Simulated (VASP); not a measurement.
Here is the system:

```xyz
1
Lattice="0.0000 1.8050 1.8050 1.8050 0.0000 1.8050 1.8050 1.8050 0.0000" Properties=species:S:1:pos:R:3 pbc="T T T"
Cu     0.0000     0.0000     0.0000
```

These are TPSS meta-GGA, VASP's PBE PAW potentials (set 64) (plane waves; VASP) values and carry that method's errors. Settings: 520 eV cut-off, 16×16×16 Γ-centred mesh, first-order Methfessel-Paxton smearing of 0.10 eV, potentials Cu.

Energy and stress use the plane-wave basis of the starting cell.

Q: The ions, cell shape and volume are relaxed. Predict the relaxed structure.

A: 
```xyz
1
Lattice="0.0000 1.7920 1.7920 1.7920 0.0000 1.7920 1.7920 1.7920 0.0000" Properties=species:S:1:pos:R:3 pbc="T T T"
Cu     0.0000     0.0000     0.0000
```
Space group Fm-3m (225), at a tolerance of 0.03 Å.

Q: How do energy and volume change from the first to the last step?

A: The energy (σ→0) changes by -3.1 meV/atom and the volume by -2.2 %, in 4 ionic steps.

```json
[
 {"step": "1", "E(σ→0) (eV)": "-11.6354", "max force (eV/Å)": "0.000", "pressure (GPa)": "-2.78", "volume (Å³)": "11.76"},
 {"step": "2", "E(σ→0) (eV)": "-11.6382", "max force (eV/Å)": "0.000", "pressure (GPa)": "1.18", "volume (Å³)": "11.42"},
 {"step": "3", "E(σ→0) (eV)": "-11.6385", "max force (eV/Å)": "0.000", "pressure (GPa)": "0.30", "volume (Å³)": "11.48"},
 {"step": "4", "E(σ→0) (eV)": "-11.6385", "max force (eV/Å)": "0.000", "pressure (GPa)": "0.00", "volume (Å³)": "11.51"}
]
```

The compound is Cu in the fcc structure. This run relaxes it. Symmetry was kept, so distortions that lower it aren't found.
